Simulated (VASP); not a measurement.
GaSb (zinc blende) relaxed at rising pressure, in one space group throughout; other phases were not tried. The pressures are those reached. Method: PBE GGA, VASP's PBE PAW potentials (set 64) (plane waves; VASP).

```csv
P (GPa),V (Å³/atom),k-mesh
0.10,29.968,10×10×10
4.96,27.442,8×8×8
9.93,25.742,8×8×8
19.91,23.441,8×8×8
29.89,21.875,8×8×8
```

A change of mesh leaves a small step in the series.

Fit an equation of state and predict the volume at 44.92 GPa.

Least squares on the third-order Birch-Murnaghan form, P = (3B0/2)(y⁷ − y⁵)[1 + (3/4)(B′ − 4)(y² − 1)] with y = (V0/V)^(1/3), gives V0 = 30.019 Å³/atom, B0 = 45 GPa and B′ = 4.6, and so 20.221 Å³/atom. The run gave 20.196 Å³/atom, -0.1 % from the fit.

Pressures at which the relaxation failed are left out.

The compound is GaSb in the zinc blende structure.
